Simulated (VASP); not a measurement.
Here is the system:

```xyz
3
Lattice="0.0000 3.0314 3.0314 3.0314 0.0000 3.0314 3.0314 3.0314 0.0000" Properties=species:S:1:pos:R:3 pbc="T T T"
Sn     0.0000     0.0000     0.0000
S      1.5157     1.5157     1.5157
S      4.5471     4.5471     4.5471
```
Cell charge -0.02.

The numbers are results of PBE GGA, VASP's PBE PAW potentials (set 64) (plane waves; VASP), not measurements. Settings: NELECT = 26.02, 400 eV cut-off, 6×6×6 Γ-centred mesh, Gaussian smearing of 0.050 eV, potentials Sn_d S.

The cell is charged, with a uniform compensating background. Unless said otherwise, spin-orbit coupling is left out, though it shifts the bands of the heavy elements here.

**Question.** Estimate the energy per atom (σ→0), pressure, band gap (on the k-mesh) with the smallest direct gap where there is one.

**Answer.** 
The band gap (on the k-mesh) is none (metal, semimetal or under 0.01 eV), the energy per atom (σ→0) comes out as -3.583 eV/atom and the pressure is 21.18 GPa.

The structure was generated: SnS2 was put into the fluorite type (Fm-3m), which need not be its known phase. The cell was not relaxed at this level. The run is one of a series of settings (NELECT = 26.02 against the base run), some of them coarse on purpose.
